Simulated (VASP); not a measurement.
Data:

```
CELL_PARAMETERS angstrom
      0.00000     3.27357     3.27357
      3.27357     0.00000     3.27357
      3.27357     3.27357     0.00000
ATOMIC_POSITIONS crystal
  Hg 0.00000 0.00000 0.00000
  Te 0.25000 0.25000 0.25000
```

Method: PBE GGA with D4 dispersion, VASP's PBE PAW potentials (set 64) (plane waves; VASP 6.6.1). Settings: 520 eV cut-off, Gaussian smearing of 0.050 eV, potentials Hg Te.

**Question.** Give the energies of bands 2 to 12 at the high-symmetry points, in eV from the Fermi level.

**Answer.** 
```json
[
 {"band": "2", "Γ": "-7.14", "X": "-6.96", "U": "-6.96", "L": "-7.02", "W": "-6.93"},
 {"band": "3", "Γ": "-7.14", "X": "-6.83", "U": "-6.88", "L": "-7.02", "W": "-6.89"},
 {"band": "4", "Γ": "-7.14", "X": "-6.83", "U": "-6.75", "L": "-6.63", "W": "-6.70"},
 {"band": "5", "Γ": "-6.65", "X": "-6.59", "U": "-6.63", "L": "-6.63", "W": "-6.68"},
 {"band": "6", "Γ": "-6.65", "X": "-6.24", "U": "-6.16", "L": "-6.37", "W": "-6.10"},
 {"band": "7", "Γ": "-0.82", "X": "-5.23", "U": "-5.25", "L": "-5.24", "W": "-5.30"},
 {"band": "8", "Γ": "0.00", "X": "-2.11", "U": "-2.72", "L": "-0.91", "W": "-2.47"},
 {"band": "9", "Γ": "0.00", "X": "-2.11", "U": "-1.75", "L": "-0.91", "W": "-2.39"},
 {"band": "10", "Γ": "0.00", "X": "1.91", "U": "2.25", "L": "0.70", "W": "3.02"},
 {"band": "11", "Γ": "4.30", "X": "2.59", "U": "4.03", "L": "5.07", "W": "4.66"},
 {"band": "12", "Γ": "4.30", "X": "8.08", "U": "7.01", "L": "5.07", "W": "5.28"}
]
```

It has no gap at this level: it comes out as a metal or semimetal.

The compound is HgTe in the zinc blende structure. It was relaxed first.
